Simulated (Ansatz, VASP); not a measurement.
## HfGe2P4WS2 (1T-HfS2 under WGe2P4, AC) in two plane-wave programs

Aim: how closely do two programs agree when they are given the same cell, functional and k mesh? Of the first pair: The structure shown is the start of the Ansatz relaxation below; VASP solves that cell, so the two are compared at the walk's first step.

Method: plane waves, with VASP 6.6.1 beside it; PBE with D3(BJ), in Ansatz 0.2.0.

### Step 1. Starting point

The cell holds 10 atoms: 2 S, 1 Hf, 4 P, 2 Ge and 1 W. Its edges and angles: a = 3.610 Å, b = 3.610 Å, c = 61.160 Å, α = 90.0°, β = 90.0°, γ = 120.0°. Vacuum lies along c.

### Step 2. Ansatz: relaxation, PBE with D3(BJ)

Ansatz runs on its default PAW (the set named soft_2) files.

The two programs are compared at the cell with which this relaxation starts, whose forces are those of its first step.

input.yaml

```yaml
crystal:
  lattice:
    - [3.61, 0.0, 0.0]
    - [-1.805, 3.1263517077, 0.0]
    - [0.0, 0.0, 61.1603754876]
  atoms:
    - { symbol: S, position: [0.6666666667, 0.3333333333, 0.3768780001] }
    - { symbol: Hf, position: [0.0, 0.0, 0.4031381331] }
    - { symbol: S, position: [0.3333333333, 0.6666666667, 0.4293982661] }
    - { symbol: P, position: [0.6666666667, 0.3333333333, 0.4800846783] }
    - { symbol: Ge, position: [0.0, 0.0, 0.4924058793] }
    - { symbol: P, position: [0.0, 0.0, 0.5283768816] }
    - { symbol: W, position: [0.6666666667, 0.3333333333, 0.5516033391] }
    - { symbol: P, position: [0.0, 0.0, 0.5748297966] }
    - { symbol: Ge, position: [0.0, 0.0, 0.6108007988] }
    - { symbol: P, position: [0.6666666667, 0.3333333333, 0.6231219999] }
  periodic: [true, true, false]
kpoints:
  mp_grid: { grid: [12, 12, 1] }
hamiltonian:
  xc: pbe
  dispersion: d3bj
scf:
  occupations: { method: fermi_dirac, width: 0.05 }
  convergence: { dr2_threshold: 1.0e-09 }
relax:
  f_tol: 0.004
  max_steps: 90
  cell: {}
output:
  write_potential: true
  write_density: true
  volumetric_format: npy
```

On the command line:

```console
ansatz run input.yaml --threads 4 --pin off --max-ram 12288MiB --backend cpu --events-out ev --progress --plain --runs-dir out
```

Numbers of over 12 decimals in the logs are rounded to 6 here.

Output:

```text
Warning: relax.cell: scf.convergence.dr2_threshold = 1e-9 eV is looser than the 1.59229984263e-10 eV advised for a relaxation that steers and ends on the stress (1e-10 eV for each atom of the cell: 10, times the square of relax.cell.stress_2d_tol = 0.05 N/m over 25.1 Å (the atoms' height at the walk's start and 5 Å past either face), 1.995e-2 GPa, over a crystal's default 0.05). What an SCF threshold leaves in a stress goes as its square root, and in the free energy as the threshold itself, and one threshold admits the most on a small cell: [figures from the program's tests cut] Set scf.convergence.dr2_threshold to 1.59229984263e-10 eV or tighter. [rest of the remark cut]
Engine: ansatz 0.2.0, aarch64-unknown-linux-gnu
Pseudopotentials: kind: paw
Pseudopotential: S, paw, valence charge 6, recommended cutoff 420 eV (normal), S.paw.azcp
Pseudopotential: Hf, paw, valence charge 26, recommended cutoff 420 eV (normal), Hf.paw.azcp
Pseudopotential: P, paw, valence charge 5, recommended cutoff 420 eV (normal), P.paw.azcp
Pseudopotential: Ge, paw, valence charge 14, recommended cutoff 420 eV (normal), Ge.paw.azcp
Pseudopotential: W, paw, valence charge 14, recommended cutoff 420 eV (normal), W.paw.azcp
Functional definition: PBE
  parameter kappa = 0.804
  parameter beta = 0.066725
  exchange = pbe_x(kappa = kappa, mu = beta*pi^2/3)
  correlation = pbe_c(beta = beta)
Crystal: 10 atoms, lattice volume = 690.264 Å³
Basis set: ecut = 420 eV, 13321 PW (Γ), exchange–correlation on 50×50×864 points (8 copies of the dense FFT grid, shifted against one another)
Bands: 60, of which v1, the nominal top of the filled ones, is band 50 counted from 1 (49 counted from 0)
Symmetry: 6 space group operations
Space group: P3m1 (ITA 156), of the structure as read, at distance tolerance 8.8e-5 Å
k-points: 19 of 144 (time reversal used)
Non-local potential: S, projectors of the file, l = 0: 2, l = 1: 2, l = 2: 2
Non-local potential: Hf, projectors of the file, l = 0: 3, l = 1: 2, l = 2: 2, l = 3: 3
Non-local potential: P, projectors of the file, l = 0: 2, l = 1: 2, l = 2: 2
Non-local potential: Ge, projectors of the file, l = 0: 2, l = 1: 2, l = 2: 3, l = 3: 1
Non-local potential: W, projectors of the file, l = 0: 3, l = 1: 2, l = 2: 2, l = 3: 1
PAW form: soft (Blöchl's): semilocal exchange-correlation on the pseudo side does not see the compensation charge
PAW one-centre angular grid: S, 110 points (default); XC on 64 Gauss nodes
PAW one-centre angular grid: Hf, 590 points (default); XC on 64 Gauss nodes
PAW one-centre angular grid: P, 110 points (default); XC on 64 Gauss nodes
PAW one-centre angular grid: Ge, 590 points (default); XC on 64 Gauss nodes
PAW one-centre angular grid: W, 590 points (default); XC on 64 Gauss nodes
Initial density: superposition of atomic densities (neutral atoms: chi_scale 0, normalization atom), corrected by the library's trained network
Initial wavefunctions: pseudopotential atomic-orbital guess
Functional: x = pbe(κ = 0.804, μ = 0.219515), c = pbe(β = 0.066725)
SCF iter   1: F=—  HF=-39530.439943 eV  |F-HF|=—  |Δ(HF+E_count)|=         —  Δρ=3.12e-3  dr2=1.04e0  ethr=1.77e-3  ⟨swp⟩=14.2  Hψ=7348  notcnv=0  defer=10
preconditioner: auto → LDOS  [metal: Δε(μ)=0.081 eV  Ē_g=9.394 eV  σ=0.050 eV  W_gap=0.38  n_scr=38 (ndim 8)  ℏωp=11.3 eV  f_vac=0.695  D(μ)=0.32/eV (n_scr^D=4)  β→1.0]
SCF iter   2: F=—  HF=-39533.543333 eV  |F-HF|=—  |Δ(HF+E_count)|=    3.10e0  Δρ=2.20e-2  dr2=1.08e2  ethr=1.04e-3  ⟨swp⟩=9.7  Hψ=3157  notcnv=0  defer=55  recentre
SCF iter   3: F=—  HF=-39530.404607 eV  |F-HF|=—  |Δ(HF+E_count)|=    3.14e0  Δρ=2.16e-3  dr2=6.35e-1  ethr=1.04e-3  ⟨swp⟩=6.7  Hψ=2701  notcnv=0  defer=34
SCF iter   4: F=—  HF=-39530.372650 eV  |F-HF|=—  |Δ(HF+E_count)|=   3.20e-2  Δρ=1.48e-3  dr2=2.74e-1  ethr=6.35e-4  ⟨swp⟩=3.3  Hψ=1782  notcnv=0  defer=35
SCF iter   5: F=—  HF=-39530.346638 eV  |F-HF|=—  |Δ(HF+E_count)|=   2.60e-2  Δρ=8.77e-4  dr2=1.06e-1  ethr=2.74e-4  ⟨swp⟩=4.7  Hψ=2035  notcnv=0  defer=43
SCF iter   6: F=—  HF=-39530.342089 eV  |F-HF|=—  |Δ(HF+E_count)|=   4.55e-3  Δρ=6.98e-4  dr2=3.68e-2  ethr=1.06e-4  ⟨swp⟩=3.3  Hψ=1678  notcnv=0  defer=42
SCF iter   7: F=—  HF=-39530.339765 eV  |F-HF|=—  |Δ(HF+E_count)|=   2.32e-3  Δρ=2.77e-4  dr2=1.37e-2  ethr=3.68e-5  ⟨swp⟩=2.3  Hψ=1443  notcnv=0  defer=42
[...]
SCF iter   6: F=-39531.938075 eV  HF=-39531.938075 eV  |F-HF|=1.75e-10  |Δ(HF+E_count)|=   1.08e-9  Δρ=3.02e-7  dr2=6.95e-10  ethr=1.00e-12  ⟨swp⟩=17.2  Hψ=11989  notcnv=0
SCF 8 converged in 6 iterations: F = -39531.938075 eV  dr2 = 6.95e-10
relax step   8: F+E_penalty+E_count = -39531.93807512 eV  Δ(F+E_penalty+E_count) = +1.406e-3 eV  max|allowed force component| = 1.060e-3 eV/Å  Δτ_max = 0.0000 Å  P = -0.004 N/m  Ω = 659.413 Å³  fix = [c, alpha, beta]  reactions: c -0.000 N/m  stress off target by 4.38e-3 N/m on what of the cell is left free  SCF on the basis re-selected at this cell (its energy is not comparable with the rows above)  (6 SCF iters)
basis re-selected at this cell: Δ(F+E_penalty+E_count) = +1.406e-3 eV, ΔP = -0.010 N/m vs the last step (what re-selecting the basis moved, of the pressure what is left beyond the Pulay correction that the steps carried, after the strain that the cell walked since its last selection, with what the two solves' SCF thresholds leave and, on support functions, any second-order correction that the steps lacked; it is no measure of the basis error at this ecutwfc). The dense FFT grid was sized anew with the basis: this SCF ran on 24×24×432 points, the steps before it on 25×25×432, so part of this shift can come from that change (see relax.cell in the input reference). [rest of the remark cut]
WARN: The output density's exchange-correlation potential varies sharply where the density is thin. Do not read a vacuum level from v_tot or v_xc, or from such a field of the output density. On a cell that repeats whose density bears no net charge and no dipole along the vacuum's axis use v_es (v_loc + v_h of the components); under efield.dipole_correction with no amplitude use v_es + v_field, which holds any externa [...]
SCF converged after 6 iterations
Free energy (F): -39531.938075 eV
Harris-Foulkes:  -39531.938075 eV  (|F-HF|=1.75e-10)
Internal energy: -39531.933285 eV  (E = F + TS)
E sigma→0 (E₀):  -39531.935680 eV
Entropy (-TS):   -0.004790 eV (-0.479 meV/atom)
Fermi energy:    -5.279306 eV
--- Per-component energies (eV) ---
  E_band       = -2164.752664
  E_kinetic    = 1592.312402
  E_local      = -802643.506181  (includes V_loc(G=0)·N_el)
  E_nonlocal   = -210.500223
  E_hartree    = 399760.290866
  E_xc         = -1159.223186
  E_vxc        = -1053.377348  (∫ρ·V_xc dr)
  E_paw        = -23009.597391  (= ΣΔE_a)
  E_vpaw       = 629.745157  (= ΣTr[D̂ρ^β])
  E_aug_tail   = 0.000574  (compensation charges beyond the density's cutoff)
  E_ewald      = 386141.727010
  E_disp       = -3.437155  (pairwise vdW)
  E_smearing   = -0.004790  (= −TS)
  E_closure    = -0.000000  (closes the sum)
  Σ components = -39531.938075   (vs F -39531.938075, Δ=0.00e0)
--- Forces (eV/Å), atoms counted from 1 ---
  atom   1  S     -0.00000000     0.00000000    -0.00038243
  atom   2  Hf     0.00000000     0.00000000    -0.00105977
  atom   3  S      0.00000000    -0.00000000     0.00024529
  atom   4  P      0.00000000    -0.00000000    -0.00041573
  atom   5  Ge    -0.00000000    -0.00000000     0.00052810
  atom   6  P      0.00000000    -0.00000000     0.00035172
  atom   7  W     -0.00000000    -0.00000000     0.00006808
  atom   8  P      0.00000000    -0.00000000     0.00000485
  atom   9  Ge    -0.00000000     0.00000000    -0.00033645
  atom  10  P      0.00000000    -0.00000000     0.00100040
  max |Σ_I F_I| component: 4.04e-6 eV/Å
--- 2D stress c σ (N/m, compression-positive) ---
       -0.004377      -0.000000      -0.000000
       -0.000000      -0.004377      -0.000000
       -0.000000      -0.000000      -0.000000
  P = ½ c Tr σ = -0.0044 N/m
--- Band table (eV; the first three rows and the last of 19) ---
  k-point 0: bands = [... 46 lower, -5.9604, -5.9108, -5.9108, -5.3255, -4.0382, -4.0382, -3.4870, -2.6685, ... 6 higher]
  k-point 1: bands = [... 46 lower, -6.1541, -6.0991, -6.0462, -5.3681, -4.0421, -3.7701, -3.3307, -2.8716, ... 6 higher]
  k-point 2: bands = [... 46 lower, -6.5871, -6.5209, -6.1485, -5.6372, -4.2869, -3.2518, -3.2284, -3.2103, ... 6 higher]
  k-point 18: bands = [... 46 lower, -8.0564, -7.1148, -6.4514, -5.5283, -4.8747, -4.1670, -3.4367, -3.1299, ... 6 higher]
  the weakly bound empty levels are not read free of the cell's end (no_gap_told)
--- Relaxed structure (7 steps of the walk, 7 accepted, 1 SCFs on fresh bases) ---
  F+E_penalty+E_count = -39531.93807512 eV   max|allowed force component| = 1.060e-3 eV/Å   (the final SCF, on the basis selected at the relaxed cell)
  cell:  # Å, volume = 659.4126 Å³
    - [3.528403, 0.0, 0]
    - [-1.764202, 3.055687, 0]
    - [0, 0, 61.1603754876]
  atoms:
    - { symbol: S, position: [0.666667, 0.333333, 0.378653] }
    - { symbol: Hf, position: [-2.2229327596020547e-17, -7.45122102871422e-18, 0.403069] }
    - { symbol: S, position: [0.333333, 0.666667, 0.427580] }
    - { symbol: P, position: [0.666667, 0.333333, 0.473179] }
    - { symbol: Ge, position: [-2.271723977594519e-17, -8.427045388563501e-18, 0.490989] }
    - { symbol: P, position: [-2.198091364624686e-17, -6.954393129166844e-18, 0.528994] }
    - { symbol: W, position: [0.666667, 0.333333, 0.551611] }
    - { symbol: P, position: [-2.242680764413944e-17, -7.846181124951998e-18, 0.574216] }
    - { symbol: Ge, position: [-2.1694148369553216e-17, -6.380862575779555e-18, 0.612211] }
    - { symbol: P, position: [0.666667, 0.333333, 0.630135] }
```

The column dr2 measures how far the density is from self-consistency, as an energy; F and HF (Harris–Foulkes) agree once it is small.

(Continued in part 2 of 2.)

[Lines on the potential files, build, host, timing and source positions are cut from VASP's logs without a mark.]

[Logs are printed without paths, hosts, clocks, repeated set-up lines and the standing remarks that a program may print on its own settings, such as how far it seeks lower states.]

[Hosts, paths, dates, database ids (printed as entryN), source tags and the programs' standing remarks are cut or masked in the printed files.]
